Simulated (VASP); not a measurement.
Here is the system:

```xyz
4
Lattice="4.0790 0.0000 0.0000 0.0000 4.0790 0.0000 0.0000 0.0000 4.0790" Properties=species:S:1:pos:R:3 pbc="T T T"
Sc     0.0000     0.0000     0.0000
Al     0.0000     2.0395     2.0395
Al     2.0395     0.0000     2.0395
Al     2.0395     2.0395     0.0000
```

All values below come from TPSS meta-GGA, VASP's PBE PAW potentials (set 64) (plane waves; VASP 6.6.1). Numerical set-up: 520 eV cut-off, 9×9×9 Γ-centred mesh, tetrahedra with Blöchl corrections, potentials Sc_sv Al.

Q: Give the energies of bands 5 to 13 at the high-symmetry points, in eV from the Fermi level.

A: 
```csv
band,Γ,X,M,R
5,-10.07,-8.18,-6.77,-4.77
6,-2.60,-7.35,-5.63,-4.77
7,-2.60,-1.71,-5.63,-4.77
8,-1.81,-1.71,-4.39,-4.52
9,-1.81,-1.49,-0.51,-2.98
10,-1.81,1.03,-0.51,-2.98
11,1.21,1.03,1.22,-2.98
12,1.36,1.03,1.42,0.99
13,1.36,1.31,2.17,2.74
```

It has no gap at this level: it comes out as a metal or semimetal.

The compound is Al3Sc in the L1_2 structure. It was relaxed first.
